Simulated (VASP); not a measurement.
# ZrC with optB86b-vdW: from relaxation to properties, part 2 of 4

What structure does ZrC take at this level, and what are its properties? The start is a cell from a database of measured crystal structures.

VASP 6.6.1; optB86b-vdW; plane waves and PAW (Zr_sv, C).

So far. Step 2 (Relaxing cell and atoms (optB86b-vdW)): It ends with forces that vanish by symmetry and a pressure of 0.00 GPa. The volume lies -0.3 % from that of the database's start, which holds the thermal and zero-point expansion of its experiment.

## 3. Single point with fields (optB86b-vdW)

The relaxed cell gets a fresh self-consistent run, on a basis set for its own volume, to fix the density and to check the remaining stress.

INCAR

```
SYSTEM = ZrC
PREC = Accurate
ENCUT = 520
EDIFF = 1E-06
NELM = 100
ISMEAR = 0
SIGMA = 0.05
LREAL = .FALSE.
ALGO = Normal
GGA = MK
AGGAC = 0
LUSE_VDW = .TRUE.
PARAM1 = 0.1234
PARAM2 = 1
LASPH = .TRUE.
NBANDS = 14
LORBIT = 11
LWAVE = .FALSE.
LCHARG = .TRUE.
ISIF = 2
LELF = .TRUE.
LVHAR = .TRUE.
```

POSCAR

```
ZrC
1.0
    0.0000000000      2.3479499549      2.3479499549
    2.3479499549      0.0000000000      2.3479499549
    2.3479499549      2.3479499549      0.0000000000
Zr C
1 1
Direct
    0.5000000000      0.5000000000      0.5000000000
    0.0000000000      0.0000000000      0.0000000000
```

KPOINTS

```
Automatic mesh
0
Gamma
10 10 10
0 0 0
```

PAW data sets: Zr_sv and C (PBE family, release 64).

Run with:

```
mpirun -np 2 vasp_std
```

What it wrote:

```text
[banner, memory and clock lines left out]
running    2 mpi-ranks, on    1 nodes
 distrk:  each k-point on    2 cores,    1 groups
 distr:  one band on    1 cores,    2 groups

 POSCAR found type information on POSCAR ZrC
 POSCAR found :  2 types and       2 ions
 [... a notice as in an earlier step ...]

 [... a notice as in an earlier step ...]

 LDA part: xc-table for (Slater+PW92), standard interpolation
 POSCAR, INCAR and KPOINTS ok, starting setup
 FFT: planning ... GRIDC
 FFT: planning ... GRID_SOFT
 FFT: planning ... GRID
 WAVECAR not read
 entering main loop
       N       E                     dE             d eps       ncg     rms          rms(c)
DAV:   1     0.103763237480E+03    0.10376E+03   -0.87240E+03  1316   0.115E+03
DAV:   2    -0.131536896276E+02   -0.11692E+03   -0.10947E+03  1634   0.302E+02
DAV:   3    -0.194539548465E+02   -0.63003E+01   -0.62545E+01  2144   0.601E+01
DAV:   4    -0.195998525446E+02   -0.14590E+00   -0.14586E+00  1568   0.669E+00
DAV:   5    -0.196029931684E+02   -0.31406E-02   -0.31405E-02  1850   0.753E-01    0.205E+01
DAV:   6    -0.162591235997E+02    0.33439E+01   -0.81305E+00  1554   0.244E+01    0.728E+00
DAV:   7    -0.161306494384E+02    0.12847E+00   -0.52180E-01  1502   0.628E+00    0.631E+00
DAV:   8    -0.161461547682E+02   -0.15505E-01   -0.30184E-01  1514   0.447E+00    0.489E+00
DAV:   9    -0.161157852857E+02    0.30369E-01   -0.69834E-02  1490   0.196E+00    0.344E-01
DAV:  10    -0.161163699615E+02   -0.58468E-03   -0.46870E-03  1664   0.611E-01    0.546E-01
DAV:  11    -0.161160197370E+02    0.35022E-03   -0.11794E-03  1502   0.286E-01    0.563E-02
DAV:  12    -0.161160168158E+02    0.29212E-05   -0.17189E-05  1538   0.333E-02    0.118E-02
DAV:  13    -0.161160161403E+02    0.67549E-06   -0.16882E-06  1420   0.102E-02
   1 F= -.16116016E+02 E0= -.16115964E+02  d E =-.104664E-03
```

Run time: 35 s. Hardware: 2 MPI ranks of Intel Xeon Platinum 8259CL at 2.50GHz (Skylake/Cascade Lake), shared host; peak memory 0.5 GiB; 63 s of CPU time.

OUTCAR, selected parts (step 3):

```text
  LATTYP: Found a face centered cubic cell.
 ALAT       =     4.6958999098

The static configuration has the point symmetry O_h .

 Found     47 irreducible k-points:

   ENCUT  =  520.0 eV  38.22 Ry    6.18 a.u.   6.17  6.17  6.17*2*pi/ulx,y,z

   NELECT =      16.0000    total number of electrons

 E-fermi :   9.5889

 k-point     1 :       0.0000    0.0000    0.0000
  band No.  band energies     occupation
      1     -38.4947      2.00000
      2     -16.2233      2.00000
      3     -16.2233      2.00000
      4     -16.2233      2.00000
      5      -1.6894      2.00000
      6      10.5190      0.00000
      7      10.5190      0.00000
      8      10.5190      0.00000
      9      10.6696      0.00000
     10      10.6696      0.00000
    ...

 k-point     2 :       0.1000    0.0000    0.0000
  band No.  band energies     occupation
    ...
      4     -16.2310      2.00000
      5      -1.4637      2.00000
      6       9.2171      2.00000
      7       9.5098      1.97472
      8       9.5098      1.97472
      9      11.0433      0.00000
     10      11.0433      0.00000
     11      11.4865      0.00000
     12      13.5140      0.00000
     13      13.5140      0.00000
    ...

Total vdW correction in eV:      1.8506212

  Total       -0.0000892     -0.0000892     -0.0000892      0.0000000      0.0000000     -0.0000000
  in kB       -0.0055223     -0.0055223     -0.0055223      0.0000000      0.0000000     -0.0000000
  external PRESSURE =      -0.0055223 kB  Pullay stress =       0.0000000 kB

  energy-cutoff  :      520.00
  volume of cell :       25.89
      direct lattice vectors                 reciprocal lattice vectors
     0.000000000  2.347949955  2.347949955    -0.212951728  0.212951728  0.212951728
     2.347949955  0.000000000  2.347949955     0.212951728 -0.212951728  0.212951728
     2.347949955  2.347949955  0.000000000     0.212951728  0.212951728 -0.212951728

 POSITION                                       TOTAL-FORCE (eV/Angst)
 -----------------------------------------------------------------------------------
      2.34795      2.34795      2.34795        -0.000000      0.000000     -0.000000
      0.00000      0.00000      0.00000         0.000000     -0.000000      0.000000
 -----------------------------------------------------------------------------------
    total drift:                                0.000000      0.000000      0.000000

  FREE ENERGIE OF THE ION-ELECTRON SYSTEM (eV)
  ---------------------------------------------------
  free  energy   TOTEN  =       -16.1160161403 eV

  energy  without entropy=      -16.1159114762  energy(sigma->0) =      -16.11596381

Total vdW correction in eV:      1.8506372

[... 6 parts as in an earlier step ...]

[... 5 further parts left out ...]
```

This step gave:

```yaml
scf_cycles: 13
pressure: -5.52e-4 GPa
```

Valence electrons inside each PAW sphere by angular momentum. Sphere charges, by row:

| atom | s (e) | p (e) | d (e) | tot (e) |
| --- | --- | --- | --- | --- |
| Zr1 | 2.175 | 6.042 | 1.638 | 9.855 |
| C2 | 0.886 | 1.48 | 0 | 2.367 |

Electrostatic potential energy in the ac plane of the conventional cell at fractional y = 0.000, with atoms of Zr and C within 0.2 Å of it. With pseudopotentials it is smooth inside the atoms' cores, unlike the true potential.

Values in eV, 14 rows by 14 columns, each cell a mean:
```
-34 -37  -5  -3 -22 -51 -65 -67 -60 -37  -9  -3 -18 -42
-24  -9  -1  -1 -11 -34 -51 -54 -44 -22  -4   0  -3 -18
 -3  -2   0   0  -2 -11 -22 -24 -17  -5  -1   1   0  -3
-10  -6  -2   0   0  -1  -3  -4  -2   0   0  -1  -4  -9
-40 -31 -13  -2   0  -1  -5  -8  -3   0   0  -5 -22 -37
-63 -54 -31  -6  -2  -9 -37 -41 -24  -3  -2 -17 -44 -60
-68 -63 -40 -10  -3 -24 -34 -15 -41  -8  -4 -24 -54 -67
-67 -60 -37  -9  -3 -18 -42 -34 -37  -5  -3 -22 -51 -65
-54 -44 -22  -4   0  -3 -18 -24  -9  -1  -1 -11 -34 -51
-24 -17  -5  -1   1   0  -3  -3  -2   0   0  -2 -11 -22
 -4  -2   0   0  -1  -4  -9 -10  -6  -2   0   0  -1  -3
 -8  -3   0   0  -5 -22 -37 -40 -31 -13  -2   0  -1  -5
-41 -24  -3  -2 -17 -44 -60 -63 -54 -31  -6  -2  -9 -37
-15 -41  -8  -4 -24 -54 -67 -68 -63 -40 -10  -3 -24 -34
```
Columns run along a (4.7 Å; values clipped at the 3rd and 97th percentile), rows up along c (4.7 Å), edges of the conventional cell, whose origin can differ from the input's. Atoms in or near the plane, at fractional coordinates: Zr at (0.50, 0.00), Zr at (0.00, 0.50), C at (0.00, 0.00), C at (0.50, 0.50).

ELF in the ac plane of the conventional cell at fractional y = 0.000, with atoms of Zr and C within 0.2 Å of it. It is the smooth field of the valence electrons, not physical close to the nuclei.

Values, 14 rows by 14 columns, each cell a mean:
```
0.32 0.66 0.74 0.36 0.38 0.75 0.78 0.76 0.80 0.60 0.25 0.58 0.76 0.45
0.74 0.78 0.70 0.32 0.21 0.55 0.75 0.78 0.69 0.35 0.19 0.54 0.77 0.76
0.59 0.57 0.47 0.24 0.13 0.21 0.38 0.42 0.29 0.14 0.16 0.38 0.54 0.58
0.28 0.22 0.17 0.17 0.24 0.32 0.36 0.37 0.34 0.30 0.21 0.16 0.19 0.25
0.64 0.50 0.22 0.17 0.47 0.70 0.74 0.74 0.73 0.62 0.30 0.14 0.35 0.60
0.79 0.77 0.50 0.22 0.57 0.78 0.66 0.57 0.74 0.73 0.34 0.29 0.69 0.80
0.72 0.79 0.64 0.28 0.59 0.74 0.32 0.12 0.57 0.74 0.37 0.42 0.78 0.76
0.76 0.80 0.60 0.25 0.58 0.76 0.45 0.32 0.66 0.74 0.36 0.38 0.75 0.78
0.78 0.69 0.35 0.19 0.54 0.77 0.76 0.74 0.78 0.70 0.32 0.21 0.55 0.75
0.42 0.29 0.14 0.16 0.38 0.54 0.58 0.59 0.57 0.47 0.24 0.13 0.21 0.38
0.37 0.34 0.30 0.21 0.16 0.19 0.25 0.28 0.22 0.17 0.17 0.24 0.32 0.36
0.74 0.73 0.62 0.30 0.14 0.35 0.60 0.64 0.50 0.22 0.17 0.47 0.70 0.74
0.57 0.74 0.73 0.34 0.29 0.69 0.80 0.79 0.77 0.50 0.22 0.57 0.78 0.66
0.12 0.57 0.74 0.37 0.42 0.78 0.76 0.72 0.79 0.64 0.28 0.59 0.74 0.32
```
Columns run along a (4.7 Å), rows up along c (4.7 Å), edges of the conventional cell, whose origin can differ from the input's. Atoms in or near the plane, at fractional coordinates: Zr at (0.50, 0.00), Zr at (0.00, 0.50), C at (0.00, 0.00), C at (0.50, 0.50).

Valence density in the ac plane of the conventional cell at fractional y = 0.000, with atoms of Zr and C within 0.2 Å of it. It is the smooth field of the valence electrons, not physical close to the nuclei.

Ten even steps from '0' (0.2 e/Å³) to '9' (5.6 e/Å³), each cell a mean:
```
22101489620012
11000145300001
00000011000000
00000000000000
21000011000002
75100122100036
97200122210159
96200122210148
53000011100014
10000000000001
00000000000000
10000022100001
21000367510012
22101599720012
```
Columns run along a (4.7 Å), rows up along c (4.7 Å), edges of the conventional cell, whose origin can differ from the input's. Atoms in or near the plane, at fractional coordinates: Zr at (0.50, 0.00), Zr at (0.00, 0.50), C at (0.00, 0.00), C at (0.50, 0.50).

In this run the pressure is 0.00 GPa, small enough to go on.

## 4. Bands along the symmetry lines (optB86b-vdW)

Levels along the symmetry lines show where the bands peak and cross; KPOINTS_OPT computes them in the converged potential.

INCAR: that of step 3 with these lines changed.

```diff
@@ -15,8 +15,6 @@
 LASPH = .TRUE.
-NBANDS = 14
+NBANDS = 20
 LORBIT = 11
 LWAVE = .FALSE.
-LCHARG = .TRUE.
-ISIF = 2
-LELF = .TRUE.
-LVHAR = .TRUE.
+LCHARG = .FALSE.
+KPAR = 2
```

POSCAR is that of step 3.

KPOINTS is that of step 3.

KPOINTS_OPT

```
Line mode
16
Line-mode
Reciprocal
  0.00000000   0.00000000   0.00000000 GAMMA
  0.50000000   0.00000000   0.50000000 X

  0.50000000   0.00000000   0.50000000 X
  0.50000000   0.25000000   0.75000000 W

  0.50000000   0.25000000   0.75000000 W
  0.37500000   0.37500000   0.75000000 K

  0.37500000   0.37500000   0.75000000 K
  0.00000000   0.00000000   0.00000000 GAMMA

  0.00000000   0.00000000   0.00000000 GAMMA
  0.50000000   0.50000000   0.50000000 L

  0.50000000   0.50000000   0.50000000 L
  0.62500000   0.25000000   0.62500000 U

  0.62500000   0.25000000   0.62500000 U
  0.50000000   0.25000000   0.75000000 W

  0.50000000   0.25000000   0.75000000 W
  0.50000000   0.50000000   0.50000000 L

  0.50000000   0.50000000   0.50000000 L
  0.37500000   0.37500000   0.75000000 K

  0.62500000   0.25000000   0.62500000 U
  0.50000000   0.00000000   0.50000000 X
```

Run with:

```
mpirun -np 2 vasp_std
```

What it wrote:

```text
[banner, memory and clock lines left out]
running    2 mpi-ranks, on    1 nodes
 distrk:  each k-point on    1 cores,    2 groups
 distr:  one band on    1 cores,    1 groups

 POSCAR found type information on POSCAR ZrC
 POSCAR found :  2 types and       2 ions
 [... a notice as in an earlier step ...]

 [... a notice as in an earlier step ...]

 LDA part: xc-table for (Slater+PW92), standard interpolation
 POSCAR, INCAR and KPOINTS ok, starting setup
 FFT: planning ... GRIDC
 FFT: planning ... GRID_SOFT
 FFT: planning ... GRID
 WAVECAR not read
 entering main loop
       N       E                     dE             d eps       ncg     rms          rms(c)
DAV:   1     0.105942577865E+03    0.10594E+03   -0.81003E+03  1880   0.811E+02
DAV:   2    -0.135967372219E+02   -0.11954E+03   -0.11191E+03  2144   0.238E+02
DAV:   3    -0.194583349125E+02   -0.58616E+01   -0.57383E+01  2960   0.428E+01
DAV:   4    -0.196022662044E+02   -0.14393E+00   -0.14384E+00  2268   0.474E+00
DAV:   5    -0.196030017839E+02   -0.73558E-03   -0.73555E-03  2364   0.348E-01    0.205E+01
DAV:   6    -0.162636161232E+02    0.33394E+01   -0.32721E+00  2244   0.170E+01    0.731E+00
DAV:   7    -0.161322266921E+02    0.13139E+00   -0.41575E-01  2204   0.462E+00    0.630E+00
DAV:   8    -0.161385621366E+02   -0.63354E-02   -0.18897E-01  2284   0.307E+00    0.452E+00
DAV:   9    -0.161167763149E+02    0.21786E-01   -0.24439E-02  2084   0.111E+00    0.823E-01
DAV:  10    -0.161160589801E+02    0.71733E-03   -0.23273E-03  2284   0.323E-01    0.243E-01
DAV:  11    -0.161160143194E+02    0.44661E-04   -0.15011E-04  2660   0.860E-02    0.139E-02
DAV:  12    -0.161160158145E+02   -0.14952E-05   -0.53897E-06  2140   0.198E-02    0.445E-03
DAV:  13    -0.161160160985E+02   -0.28395E-06   -0.49000E-07  1568   0.557E-03
   1 F= -.16116016E+02 E0= -.16115964E+02  d E =-.104674E-03
 Start KPOINTS_OPT (optional k-point list driver)
k-point batch [1-47\160]
       N       E                     dE             ncg
DAV:   1    -0.720323199772E+02   -0.27922E+05     1880
DAV:   2    -0.581512753485E+04   -0.57431E+04     2248
DAV:   3    -0.608124663010E+04   -0.26612E+03     2964
DAV:   4    -0.608956629829E+04   -0.83197E+01     2208
DAV:   5    -0.608962818354E+04   -0.61885E-01     2284
DAV:   6    -0.608962913443E+04   -0.95090E-03     2268
DAV:   7    -0.608962914492E+04   -0.10490E-04     2320
DAV:   8    -0.608962914515E+04   -0.22263E-06     1696
[...]
k-point batch [142-160\160]
       N       E                     dE             ncg
DAV:   1     0.178078697530E+05   -0.13141E+05      768
DAV:   2     0.155508011143E+05   -0.22571E+04      904
DAV:   3     0.154418267616E+05   -0.10897E+03     1272
DAV:   4     0.154397023863E+05   -0.21244E+01      852
DAV:   5     0.154396916997E+05   -0.10687E-01      964
DAV:   6     0.154396915519E+05   -0.14771E-03      868
DAV:   7     0.154396915484E+05   -0.35865E-05     1008
DAV:   8     0.154396915483E+05   -0.80105E-07      672
```

Elapsed: 76 s, on 2 MPI ranks; peak memory 0.65 GiB; 2.3 min of CPU time.

Parts of OUTCAR (step 4):

```text
The static configuration has the point symmetry O_h .

 Found     47 irreducible k-points:

   k-points           NKPTS =     47   k-points in BZ     NKDIM =     47   number of bands    NBANDS=     20

   NELECT =      16.0000    total number of electrons

 E-fermi :   9.5888

 k-point     1 :       0.0000    0.0000    0.0000
  band No.  band energies     occupation
      1     -38.4947      2.00000
      2     -16.2233      2.00000
      3     -16.2233      2.00000
      4     -16.2233      2.00000
      5      -1.6895      2.00000
      6      10.5189      0.00000
      7      10.5189      0.00000
      8      10.5189      0.00000
      9      10.6696      0.00000
     10      10.6696      0.00000
    ...

 k-point     2 :       0.1000    0.0000    0.0000
  band No.  band energies     occupation
    ...
      4     -16.2310      2.00000
      5      -1.4637      2.00000
      6       9.2171      2.00000
      7       9.5097      1.97470
      8       9.5097      1.97470
      9      11.0433      0.00000
     10      11.0433      0.00000
     11      11.4864      0.00000
     12      13.5140      0.00000
     13      13.5140      0.00000
    ...

Total vdW correction in eV:      1.8506304

  Total       -0.0002841     -0.0002841     -0.0002841      0.0000000      0.0000000     -0.0000000
  in kB       -0.0175825     -0.0175825     -0.0175825      0.0000000      0.0000000     -0.0000000
  external PRESSURE =      -0.0175825 kB  Pullay stress =       0.0000000 kB

 POSITION                                       TOTAL-FORCE (eV/Angst)
 -----------------------------------------------------------------------------------
      2.34795      2.34795      2.34795         0.000000      0.000000      0.000000
      0.00000      0.00000      0.00000        -0.000000     -0.000000     -0.000000
 -----------------------------------------------------------------------------------
    total drift:                                0.000000      0.000000      0.000000

  FREE ENERGIE OF THE ION-ELECTRON SYSTEM (eV)
  ---------------------------------------------------
  free  energy   TOTEN  =       -16.1160160985 eV

  energy  without entropy=      -16.1159114243  energy(sigma->0) =      -16.11596376

Total vdW correction in eV:      1.8506420

[... 8 parts as in an earlier step ...]

[... 5 further parts left out ...]
```

This step gave:

| Quantity | Value |
| --- | --- |
| bands | 20 |
| pressure | -0.001758 GPa |

Electronic bands along the path, in eV, zero at the Fermi level; # counts the bands kept, so #1 is VASP's band 5:

| point | #1 | #2 | #3 | #4 | #5 | #6 | #7 | #8 |
| --- | --- | --- | --- | --- | --- | --- | --- | --- |
| Γ | -11.28 | 0.93 | 0.93 | 0.93 | 1.08 | 1.08 | 1.08 | 2.82 |
| 0.53 of the way | -9.99 | -3.34 | -0.75 | -0.37 | -0.37 | 3.64 | 4.83 | 4.83 |
| X | -10.13 | -2.04 | -1.77 | 0.06 | 0.06 | 4.46 | 5.64 | 5.64 |
| 0.47 of the way | -9.84 | -2.16 | -2.11 | -1.33 | 1.06 | 5.15 | 5.65 | 5.67 |
| W | -9.43 | -2.64 | -2.33 | -2.33 | 3.28 | 3.28 | 5.65 | 7.07 |
| 0.47 of the way | -9.46 | -2.86 | -2.30 | -1.99 | 2.23 | 4.22 | 5.59 | 7.05 |
| K | -9.50 | -3.04 | -2.27 | -1.57 | 1.50 | 4.86 | 5.38 | 7.37 |
| 0.47 of the way | -9.47 | -3.61 | -2.40 | -1.91 | 2.46 | 3.66 | 4.38 | 5.50 |
| Γ | -11.28 | 0.93 | 0.93 | 0.93 | 1.08 | 1.08 | 1.08 | 2.82 |
| 0.53 of the way | -9.87 | -2.99 | -1.92 | -1.92 | 2.71 | 2.71 | 2.91 | 7.11 |
| L | -8.20 | -5.29 | -2.94 | -2.94 | 4.49 | 4.49 | 5.33 | 6.60 |
| 0.47 of the way | -8.69 | -4.57 | -2.61 | -2.55 | 3.32 | 4.45 | 4.98 | 8.09 |
| U | -9.50 | -3.04 | -2.27 | -1.57 | 1.50 | 4.86 | 5.38 | 7.37 |
| 0.47 of the way | -9.47 | -2.90 | -2.29 | -1.91 | 2.08 | 4.34 | 5.57 | 7.09 |
| W | -9.43 | -2.64 | -2.33 | -2.33 | 3.28 | 3.28 | 5.65 | 7.07 |
| 0.47 of the way | -8.94 | -4.13 | -2.49 | -2.35 | 3.34 | 3.71 | 5.29 | 7.99 |
| L | -8.20 | -5.29 | -2.94 | -2.94 | 4.49 | 4.49 | 5.33 | 6.60 |
| 0.47 of the way | -8.69 | -4.57 | -2.61 | -2.55 | 3.32 | 4.45 | 4.98 | 8.09 |
| K | -9.50 | -3.04 | -2.27 | -1.57 | 1.50 | 4.86 | 5.38 | 7.37 |
| jump to U | -9.50 | -3.04 | -2.27 | -1.57 | 1.50 | 4.86 | 5.38 | 7.37 |
| 0.47 of the way | -9.93 | -2.17 | -2.12 | -0.62 | 0.44 | 5.41 | 5.52 | 5.58 |
| X | -10.13 | -2.04 | -1.77 | 0.06 | 0.06 | 4.46 | 5.64 | 5.64 |

Of the projections kept (Zr, C), the largest for each band there; the rest of the weight can lie on other orbitals:

| point | #1 | #2 | #3 | #4 | #5 | #6 | #7 | #8 |
| --- | --- | --- | --- | --- | --- | --- | --- | --- |
| Γ | C 0.72 | C 0.96 | C 0.96 | C 0.96 | Zr 1.00 | Zr 1.00 | Zr 1.00 | Zr 1.00 |
| X | C 0.70 | C 0.67 | Zr 1.00 | C 0.87 | C 0.87 | Zr 1.00 | Zr 1.00 | Zr 1.00 |
| W | C 0.73 | C 0.51 | Zr 0.56 | Zr 0.56 | Zr 0.69 | Zr 0.69 | Zr 1.00 | Zr 0.94 |
| K | C 0.73 | Zr 0.61 | C 0.54 | C 0.54 | Zr 0.71 | Zr 1.00 | Zr 0.82 | Zr 0.83 |
| Γ | C 0.72 | C 0.96 | C 0.96 | C 0.96 | Zr 1.00 | Zr 1.00 | Zr 1.00 | Zr 1.00 |
| L | C 0.84 | Zr 0.62 | Zr 0.58 | Zr 0.58 | Zr 0.97 | Zr 0.97 | Zr 0.75 | Zr 0.57 |

The electronic bands as a text plot (rows in eV, shown from -8.0 to 2.8 only):

```
    2.6 |            *       * *  *  **      *   *          *
    2.1 | *            * *      *   **        * *
    1.7 |           *   *     **   **          *             *
    1.2 |*                      ****
    0.8 |**        *             **                           *
    0.3 |* *      *              * *                           *
   -0.1 | *** *****             *                               *
   -0.6 |   **                  *   *                          *
   -1.0 | *   *    *           *    *                         *
   -1.5 |  *   **       *     **     *         *
   -1.9 |        ****  * *   ***     **       * *           ** **
   -2.4 |       *   **********         *    **********     ****
   -2.8 |   *  *      ***     *       * *****  ****   *****   *
   -3.3 |    **          *                    *    *         *
   -3.7 |                 *  *         *            *       *
   -4.2 |                  **                *       *     *
   -4.6 |                               *   *         *
   -5.1 |                                ***           ****
   -5.5 |
   -6.0 |
   -6.4 |
   -6.9 |
   -7.3 |
   -7.8 |
         Γ       X    W  K        Γ      L     U  W     L   K|U X
```

There is no gap at this level.

Of the bands kept, 4 cross the Fermi level on this path.

(Part 2 of 4 ends here.)

[Lines on the potential files, build, host, timing and source positions are cut from VASP's logs without a mark.]

[Logs are printed without paths, hosts, clocks, repeated set-up lines and the standing remarks that a program may print on its own settings, such as how far it seeks lower states.]

[Hosts, paths, dates, database ids (printed as entryN), source tags and the programs' standing remarks are cut or masked in the printed files.]

[A measured line is paired with the nearest computed mode of its activity, which favours agreement.]
